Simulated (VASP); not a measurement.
Given:

```
PdGe2
1.0
    4.57472     0.00000     0.00000
   -2.28736     3.96182     0.00000
    0.00000     0.00000     2.75960
Pd Ge
1 2
Direct
  0.00000   0.00000   0.00000
  0.33333   0.66667   0.50000
  0.66667   0.33333   0.50000
```

Computed with r2SCAN meta-GGA, VASP's PBE PAW potentials (set 64) (plane waves; VASP). Numerical set-up: 400 eV cut-off, 9×9×12 Γ-centred mesh, tetrahedra with Blöchl corrections, potentials Pd Ge_d.

Question: Give the energies of bands 12 to 22 at the high-symmetry points, in eV from the Fermi level.

Answer: 
| band | Γ | M | K | A | L | H |
|---|---|---|---|---|---|---|
| 12 | -5.97 | -10.44 | -10.97 | -6.66 | -6.40 | -7.75 |
| 13 | -5.17 | -4.80 | -6.83 | -3.98 | -4.76 | -4.45 |
| 14 | -5.17 | -4.78 | -3.87 | -3.98 | -4.65 | -4.45 |
| 15 | -4.15 | -3.39 | -2.92 | -2.65 | -4.53 | -3.13 |
| 16 | -1.51 | -3.00 | -2.92 | -2.65 | -2.32 | -2.25 |
| 17 | -1.51 | -1.62 | -1.58 | -1.38 | -1.92 | -2.25 |
| 18 | -0.26 | -1.52 | -1.58 | -0.58 | -1.88 | -1.85 |
| 19 | -0.26 | -1.09 | 1.88 | -0.58 | 0.14 | -1.58 |
| 20 | 0.22 | 4.16 | 1.88 | -0.43 | 0.53 | -1.58 |
| 21 | 0.22 | 6.12 | 3.37 | -0.02 | 0.70 | 3.35 |
| 22 | 3.27 | 6.73 | 7.49 | 6.25 | 4.09 | 5.29 |

It has no gap at this level: it comes out as a metal or semimetal.

The structure was generated: Ge2Pd was put into the AlB2 type (P6/mmm), which need not be its known phase. It was relaxed first, which changed the volume by -41 %.
